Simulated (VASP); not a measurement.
# Si: transverse stress against strain

Si (diamond, Fd-3m, 20.075 Å³/atom at rest, cube axes along x, y and z) under a strain ε along a cube axis (axis z), the other axes held. PBEsol in VASP (plane waves, PAW), 480 eV, 10×10×10 Γ-centred mesh, Gaussian smearing 0.05 eV; ions are relaxed within the symmetry of each cell. Stress is positive for a compressed cell.

Here s stands for strain and y for stress xx.

```
strain (%)  stress xx (GPa)
----------  ---------------
-1.50                  1.00
-1.00                  0.65
-0.50                  0.32
0.00                   0.00
0.50                  -0.30
1.00                  -0.60
1.50                  -0.88
3.00                      ?
```

Taking a straight line for y over the 7 complete rows: Means: s 0, y 0.027. About the means, the sum of products is -4.3800 and the sum of squares of s is 7.0000; the slope is their ratio. Least squares gives y = 0.027 - 0.6257·s. Residuals (row less fit): 0.034, -0.003, -0.020, -0.027, -0.014, -0.001, 0.032; standard error 0.027 (degrees of freedom: 5). The slope gives the elastic constant C12 = 63 ± 1.0 GPa.

Predict the withheld y at s = 3.00 from the fit, and compare with the calculation.

y = 0.027 - 0.6257 × 3.0 = -1.850 GPa. The calculation gives -1.65 GPa, 0.200 GPa above the prediction (7.5 % of the range of y in the table). The row lies outside the fitted rows, so this is an extrapolation. From the scatter of the fitted rows alone, a prediction at this place has a standard error of 0.041 GPa, so the miss is 4.9 times that.

One order more, fitted to all 13 runs of the series, follows each within 0.01, so the miss is the next term of a smooth law. Rows are the converged runs of the series near zero and its far end; series whose fitted rows scatter by over a few per cent of the range, as at a crossing or softening among them, aren't shown in this form. Most that stay on the fit to the last digits aren't either.
